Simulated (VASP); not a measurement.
Input for VASP

INCAR:
```
! general
SYSTEM   =  CrAl
PREC     =  Accurate
ENCUT    =  400
LREAL    =  .FALSE.
LASPH    =  .TRUE.   ! aspherical one-centre terms

! electronic loop
EDIFF    =  1E-6
NELM     =  100   ! most electronic steps
ALGO     =  Normal   ! blocked Davidson
LMAXMIX  =  4   ! l cut-off of mixed one-centre charges

! smearing
ISMEAR   =  1   ! Methfessel-Paxton
SIGMA    =  0.1   ! width (eV)

! functional
GGA      =  PE   ! PBE

! spin
ISPIN    =  2
MAGMOM   =  3.0 3.0 0.0 0.0

! ions
IBRION   =  2   ! conjugate gradients
NSW      =  60   ! most ionic steps
ISIF     =  3
EDIFFG   =  -0.02   ! ionic stop

! output
LWAVE    =  .FALSE.
LCHARG   =  .FALSE.
LORBIT   =  10
```

POSCAR:
```
CrAl
1.0
  2.6963588686   0.0000000000   0.0000000000
 -1.3481794343   2.3351152717   0.0000000000
  0.0000000000   0.0000000000   8.3427679739
Cr Al
2 2
Cartesian
  0.0000000000   0.0000000000   0.0000000000
 -1.3481794343   2.3351152717   4.1713839869
 -0.0000013482   1.5567442928   2.0856919935
  1.3481807825   0.7783709789   6.2570759804
```

KPOINTS:
```
Automatic mesh
0
Gamma
12 12 4
0 0 0
```

POTCAR, in this order: Cr_pv Al (PBE.64 set). Program: vasp_std.

Task: Write an equivalent input for Quantum ESPRESSO's pw.x.

Result: One equivalent input (not run):
```
&CONTROL
  calculation = 'vc-relax'
  pseudo_dir = './pseudo'
  outdir = './out'
  tprnfor = .true.
  tstress = .true.
  nstep = 60
  forc_conv_thr = 0.00078
/
&SYSTEM
  ibrav = 0
  nat = 4
  ntyp = 2
  ecutwfc = 94
  occupations = 'smearing'
  smearing = 'methfessel-paxton'
  degauss = 0.00735
  input_dft = 'pbe'
  nspin = 2
  starting_magnetization(1) = 0.3
/
&ELECTRONS
  conv_thr = 7.3e-08
  electron_maxstep = 100
/
&IONS
/
&CELL
/
ATOMIC_SPECIES
  Cr 51.996 Cr.upf
  Al 26.982 Al.upf
CELL_PARAMETERS angstrom
     2.6963589   -0.0000000   -0.0000000
    -1.3481794    2.3351153   -0.0000000
    -0.0000000    0.0000000    8.3427680
ATOMIC_POSITIONS crystal
  Cr   0.0000000  0.0000000  0.0000000
  Cr   0.0000000  1.0000000  0.5000000
  Al   0.3333330  0.6666670  0.2500000
  Al   0.6666670  0.3333330  0.7500000
K_POINTS automatic
  12 12 4 0 0 0
```
Limits of the translation: the potentials are each code's own (VASP's PAW set, PseudoDojo norm-conserving files in pw.x), so ENCUT and ecutwfc are chosen apart and not converted; conv_thr bounds pw.x's estimated SCF error, while EDIFF bounds the energy change between steps; starting_magnetization is a fraction of the valence charge and MAGMOM a moment in μB, so they match only roughly; forc_conv_thr acts on force components and is met together with etot_conv_thr.

The structure was generated: CrAl was put into the NiAs type type (P6_3/mmc), which need not be its known phase. This run relaxes it. Symmetry was kept, so distortions that lower it aren't found. The start is the result of an earlier pass.
